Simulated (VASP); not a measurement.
Calculation: PBEsol GGA, VASP's PBE PAW potentials (set 64) (plane waves; VASP).

VASP input:

**INCAR**
```
SYSTEM=CoSi
PREC=Accurate; ENCUT=400; LREAL=.False.
LASPH=.True.
EDIFF=1E-6; NELM=100; ALGO=Normal
LMAXMIX=4
ISMEAR=1; SIGMA=0.1
GGA=PS
MAGMOM=3.0 0.0
ISPIN=2
IBRION=2; NSW=60; ISIF=3
EDIFFG=-0.01
LWAVE=.False.; LCHARG=.False.; LORBIT=10
```

File KPOINTS:
```
kpoints
0
Gamma
  12 12 11
0 0 0
```

**POSCAR**
```
CoSi
1.0
  3.1079240000   0.0000000000   0.0000000000
 -1.5539620000   2.6915420000   0.0000000000
  0.0000000000   0.0000000000   3.0331800000
Co Si
1 1
Cartesian
  0.0000000000   0.0000000000   0.0000000000
  1.5539635540   0.8971797695   1.5165900000
```

POTCAR, in this order: Co Si (PBE.64 set). Program: vasp_std.

Output of the run:

File OUTCAR:
```
 ion  position               nearest neighbor table
   1  0.000  0.000  0.000-   2 2.35   2 2.35   2 2.35   2 2.35   2 2.35   2 2.35
   2  0.667  0.333  0.500-   1 2.35   1 2.35   1 2.35   1 2.35   1 2.35   1 2.35
  LATTYP: Found a hexagonal cell.
 ALAT       =     3.1079240000
 C/A-ratio  =     0.9759505059
 Subroutine PRICEL returns:
 Original cell was already a primitive cell.
 Subroutine GETGRP returns: Found 12 space group operations
The static configuration has the point symmetry D_3h.
The dynamic configuration has the point symmetry D_3h.
The overall configuration has the point symmetry D_3h.
 Subroutine INISYM returns: Found 12 space group operations
 Subroutine IBZKPT returns following result:
 Found    114 irreducible k-points:

 Following reciprocal coordinates:
            Coordinates               Weight
  0.000000  0.000000  0.000000      1.000000
  0.083333  0.000000  0.000000      6.000000
  0.166667 -0.000000  0.000000      6.000000
  0.250000  0.000000  0.000000      6.000000
  0.333333 -0.000000  0.000000      6.000000
  0.416667 -0.000000  0.000000      6.000000
  0.500000  0.000000  0.000000      3.000000
...
```

**OSZICAR**
```
...
DAV:   9    -0.144273585773E+02    0.17246E-06   -0.25260E-07  3000   0.516E-03
  12 F= -.14427359E+02 E0= -.14427190E+02  d E =-.227982E+00  mag=    -0.0000
       N       E                     dE             d eps       ncg     rms          rms(c)
DAV:   1    -0.144563206051E+02   -0.28962E-01   -0.90833E-01  6016   0.820E+00    0.985E-01
DAV:   2    -0.144377948882E+02    0.18526E-01   -0.24850E-02  7352   0.194E+00    0.542E-01
DAV:   3    -0.144322207181E+02    0.55742E-02   -0.26796E-02  6504   0.226E+00    0.371E-01
DAV:   4    -0.144303321162E+02    0.18886E-02   -0.10023E-02  6520   0.149E+00    0.682E-02
DAV:   5    -0.144302790348E+02    0.53081E-04   -0.30973E-04  7616   0.213E-01    0.282E-02
DAV:   6    -0.144302757738E+02    0.32610E-05   -0.27390E-05  7968   0.703E-02    0.647E-03
DAV:   7    -0.144302748248E+02    0.94897E-06   -0.20297E-06  3496   0.235E-02
  13 F= -.14430275E+02 E0= -.14430027E+02  d E =-.230898E+00  mag=    -0.0000
       N       E                     dE             d eps       ncg     rms          rms(c)
DAV:   1    -0.144320721113E+02   -0.17963E-02   -0.34536E-02  6024   0.160E+00    0.193E-01
DAV:   2    -0.144313548176E+02    0.71729E-03   -0.88891E-04  6920   0.364E-01    0.103E-01
DAV:   3    -0.144310715607E+02    0.28326E-03   -0.50361E-04  7280   0.249E-01    0.192E-02
DAV:   4    -0.144310693783E+02    0.21824E-05   -0.46697E-05  7224   0.898E-02    0.140E-02
DAV:   5    -0.144310667381E+02    0.26402E-05   -0.83666E-06  5752   0.453E-02    0.516E-03
DAV:   6    -0.144310666169E+02    0.12121E-06   -0.56501E-07  2900   0.109E-02
  14 F= -.14431067E+02 E0= -.14430837E+02  d E =-.231690E+00  mag=     0.0000
       N       E                     dE             d eps       ncg     rms          rms(c)
DAV:   1    -0.144359502639E+02   -0.48835E-02   -0.31908E-02  6200   0.305E+00    0.454E-01
DAV:   2    -0.144399425615E+02   -0.39923E-02   -0.84387E-02  6432   0.436E+00    0.626E-01
DAV:   3    -0.144335057206E+02    0.64368E-02   -0.36972E-02  6336   0.291E+00    0.797E-02
DAV:   4    -0.144334256281E+02    0.80092E-04   -0.32181E-04  5640   0.173E-01    0.173E-02
DAV:   5    -0.144334238301E+02    0.17980E-05   -0.14949E-05  8288   0.432E-02    0.873E-03
DAV:   6    -0.144334235532E+02    0.27686E-06   -0.12810E-06  3016   0.986E-03
  15 F= -.14433424E+02 E0= -.14433199E+02  d E =-.235694E-02  mag=    -0.0000
       N       E                     dE             d eps       ncg     rms          rms(c)
DAV:   1    -0.144604996027E+02   -0.27076E-01   -0.28835E-01  6184   0.915E+00    0.136E+00
DAV:   2    -0.144979663379E+02   -0.37467E-01   -0.78013E-01  6448   0.131E+01    0.191E+00
DAV:   3    -0.144384567218E+02    0.59510E-01   -0.33537E-01  6352   0.876E+00    0.242E-01
DAV:   4    -0.144377372267E+02    0.71950E-03   -0.27381E-03  5612   0.504E-01    0.590E-02
DAV:   5    -0.144377086969E+02    0.28530E-04   -0.15815E-04  8288   0.148E-01    0.255E-02
DAV:   6    -0.144377055013E+02    0.31956E-05   -0.13263E-05  7276   0.290E-02    0.547E-03
DAV:   7    -0.144377057153E+02   -0.21399E-06   -0.55511E-07  3080   0.818E-03
  16 F= -.14437706E+02 E0= -.14437497E+02  d E =-.663910E-02  mag=    -0.0000
       N       E                     dE             d eps       ncg     rms          rms(c)
DAV:   1    -0.145259964130E+02   -0.88291E-01   -0.11593E+00  6136   0.182E+01    0.271E+00
DAV:   2    -0.146872521722E+02   -0.16126E+00   -0.32726E+00  6480   0.265E+01    0.393E+00
DAV:   3    -0.144371498524E+02    0.25010E+00   -0.13692E+00  6344   0.176E+01    0.488E-01
DAV:   4    -0.144345521151E+02    0.25977E-02   -0.10101E-02  5600   0.933E-01    0.165E-01
DAV:   5    -0.144342729498E+02    0.27917E-03   -0.10026E-03  7968   0.396E-01    0.499E-02
DAV:   6    -0.144342603417E+02    0.12608E-04   -0.54435E-05  5744   0.619E-02    0.114E-02
DAV:   7    -0.144342608617E+02   -0.52000E-06   -0.34398E-06  4420   0.186E-02
  17 F= -.14434261E+02 E0= -.14434084E+02  d E =-.319424E-02  mag=    -0.0000
       N       E                     dE             d eps       ncg     rms          rms(c)
DAV:   1    -0.144864144707E+02   -0.52154E-01   -0.59777E-01  6216   0.130E+01    0.200E+00
DAV:   2    -0.145679373998E+02   -0.81523E-01   -0.16430E+00  6416   0.191E+01    0.277E+00
DAV:   3    -0.144397976169E+02    0.12814E+00   -0.76792E-01  6376   0.130E+01    0.328E-01
DAV:   4    -0.144384092072E+02    0.13884E-02   -0.69753E-03  5648   0.724E-01    0.927E-02
DAV:   5    -0.144383308258E+02    0.78381E-04   -0.39362E-04  8204   0.243E-01    0.387E-02
DAV:   6    -0.144383222088E+02    0.86170E-05   -0.32035E-05  7360   0.450E-02    0.723E-03
DAV:   7    -0.144383221794E+02    0.29445E-07   -0.12155E-06  3604   0.130E-02
  18 F= -.14438322E+02 E0= -.14438122E+02  d E =-.725556E-02  mag=    -0.0001
       N       E                     dE             d eps       ncg     rms          rms(c)
DAV:   1    -0.144383849760E+02   -0.62767E-04   -0.80406E-04  6204   0.478E-01    0.739E-02
DAV:   2    -0.144384977907E+02   -0.11281E-03   -0.23047E-03  6440   0.711E-01    0.104E-01
DAV:   3    -0.144383191673E+02    0.17862E-03   -0.10359E-03  6344   0.481E-01    0.129E-02
DAV:   4    -0.144383173567E+02    0.18105E-05   -0.88851E-06  5624   0.282E-02    0.296E-03
DAV:   5    -0.144383173464E+02    0.10264E-07   -0.33867E-07  2824   0.709E-03
  19 F= -.14438317E+02 E0= -.14438118E+02  d E =-.725073E-02  mag=    -0.0000
       N       E                     dE             d eps       ncg     rms          rms(c)
DAV:   1    -0.144383859456E+02   -0.68589E-04   -0.45706E-04  6280   0.209E-01    0.276E-02
DAV:   2    -0.144383852105E+02    0.73514E-06   -0.16850E-04  6480   0.192E-01    0.305E-02
DAV:   3    -0.144383718868E+02    0.13324E-04   -0.92999E-05  6472   0.145E-01    0.109E-02
DAV:   4    -0.144383696496E+02    0.22372E-05   -0.70535E-06  6208   0.299E-02    0.180E-03
DAV:   5    -0.144383696406E+02    0.89851E-08   -0.30127E-07  2800   0.750E-03
  20 F= -.14438370E+02 E0= -.14438168E+02  d E =-.522942E-04  mag=    -0.0000
       N       E                     dE             d eps       ncg     rms          rms(c)
DAV:   1    -0.144386296712E+02   -0.26002E-03   -0.41145E-03  6288   0.625E-01    0.820E-02
DAV:   2    -0.144386220383E+02    0.76329E-05   -0.14707E-03  6472   0.569E-01    0.905E-02
DAV:   3    -0.144385062663E+02    0.11577E-03   -0.81236E-04  6464   0.427E-01    0.326E-02
DAV:   4    -0.144384838516E+02    0.22415E-04   -0.63519E-05  7016   0.897E-02    0.529E-03
DAV:   5    -0.144384837005E+02    0.15106E-06   -0.25049E-06  4552   0.205E-02
  21 F= -.14438484E+02 E0= -.14438276E+02  d E =-.166354E-03  mag=    -0.0000
       N       E                     dE             d eps       ncg     rms          rms(c)
DAV:   1    -0.144391029215E+02   -0.61907E-03   -0.16478E-02  6280   0.125E+00    0.164E-01
DAV:   2    -0.144390736865E+02    0.29235E-04   -0.58808E-03  6480   0.114E+00    0.181E-01
DAV:   3    -0.144386111778E+02    0.46251E-03   -0.32455E-03  6448   0.853E-01    0.652E-02
DAV:   4    -0.144385191216E+02    0.92056E-04   -0.25504E-04  7032   0.180E-01    0.106E-02
DAV:   5    -0.144385185113E+02    0.61036E-06   -0.10333E-05  6176   0.409E-02    0.515E-03
DAV:   6    -0.144385184088E+02    0.10245E-06   -0.60311E-07  2960   0.118E-02
  22 F= -.14438518E+02 E0= -.14438301E+02  d E =-.201062E-03  mag=     0.0000
       N       E                     dE             d eps       ncg     rms          rms(c)
DAV:   1    -0.144386126603E+02   -0.94149E-04   -0.21575E-03  6280   0.450E-01    0.591E-02
DAV:   2    -0.144386081419E+02    0.45184E-05   -0.75141E-04  6488   0.406E-01    0.648E-02
DAV:   3    -0.144385492396E+02    0.58902E-04   -0.41947E-04  6448   0.307E-01    0.237E-02
DAV:   4    -0.144385359193E+02    0.13320E-04   -0.33603E-05  6920   0.652E-02    0.380E-03
DAV:   5    -0.144385358178E+02    0.10143E-06   -0.12542E-06  3360   0.150E-02
  23 F= -.14438536E+02 E0= -.14438322E+02  d E =-.218471E-03  mag=     0.0000
```

### OUTCAR
```
------------------------ aborting loop because EDIFF is reached ----------------------------------------
  FORCE on cell =-STRESS in cart. coord.  units (eV):
  Direction    XX          YY          ZZ          XY          YZ          ZX
  --------------------------------------------------------------------------------------
  Total       -0.0124953     -0.0124953     -0.0164939      0.0000000      0.0000000      0.0000000
  in kB       -0.8276464     -0.8276470     -1.0925008      0.0000000      0.0000000      0.0000000
  external PRESSURE =      -0.9159314 kB  Pullay stress =       0.0000000 kB
  volume of cell :       24.19
      direct lattice vectors                 reciprocal lattice vectors
     3.320872671  0.000000000 -0.000000000     0.301125668  0.173854923  0.000000000
    -1.660436336  2.875961127  0.000000000    -0.000000000  0.347709846  0.000000000
     0.000000000 -0.000000000  2.532664721     0.000000000  0.000000000  0.394841051
 POSITION                                       TOTAL-FORCE (eV/Angst)
 -----------------------------------------------------------------------------------
     -0.00000      0.00000      0.00000         0.000000     -0.000000      0.000000
      1.66044      0.95865      1.26633        -0.000000      0.000000     -0.000000
 -----------------------------------------------------------------------------------
    total drift:                                0.000057     -0.000057     -0.000000
  FREE ENERGIE OF THE ION-ELECTRON SYSTEM (eV)
  ---------------------------------------------------
  free  energy   TOTEN  =       -14.4385358178 eV

  energy  without entropy=      -14.4378934584  energy(sigma->0) =      -14.43832170

 total charge

# of ion       s       p       d       tot
------------------------------------------
    1        0.510   0.585   7.560   8.656
    2        0.751   0.908   0.000   1.659
--------------------------------------------------
tot          1.261   1.493   7.560  10.314

 magnetization (x)

# of ion       s       p       d       tot
------------------------------------------
    1        0.000   0.000   0.000   0.000
    2       -0.000  -0.000   0.000  -0.000
--------------------------------------------------
tot          0.000   0.000   0.000   0.000

 reached required accuracy - stopping structural energy minimisation
```
(Selected blocks of OUTCAR.)

CONTCAR:
```
CoSi
   1.00000000000000
     3.3208726714043419    0.0000000000000000   -0.0000000000000000
    -1.6604363357021710    2.8759611270234982    0.0000000000000000
     0.0000000000000000   -0.0000000000000002    2.5326647211717903
  Co              Si
     1     1
Direct
     0.0000000000000000    0.0000000000000000    0.0000000000000000
     0.6666669999999968    0.3333330000000032    0.5000000000000000
```

Energy and stress use the plane-wave basis of the starting cell.

The structure was generated: CoSi was put into the WC type (P-6m2), which need not be its known phase. This run relaxes it. Symmetry was kept, so distortions that lower it aren't found.
